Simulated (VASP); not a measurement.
Consider the following.

```
CELL_PARAMETERS angstrom
      0.00000     3.33599     3.33599
      3.33599     0.00000     3.33599
      3.33599     3.33599     0.00000
ATOMIC_POSITIONS crystal
  Sr 0.00000 0.00000 0.00000
  Te 0.50000 0.50000 0.50000
```

All values below come from PBE GGA, VASP's PBE PAW potentials (set 64) (plane waves; VASP). Settings: 300 eV cut-off, 9×9×9 Γ-centred mesh, Fermi-Dirac smearing of 0.010 eV, potentials Sr_sv Te.

Q: Predict the energy per atom (σ→0).

A: 
energy per atom (σ→0): -4.132 eV/atom

The structure is a typed SrTe crystal (Fm-3m). The cell was not relaxed at this level.
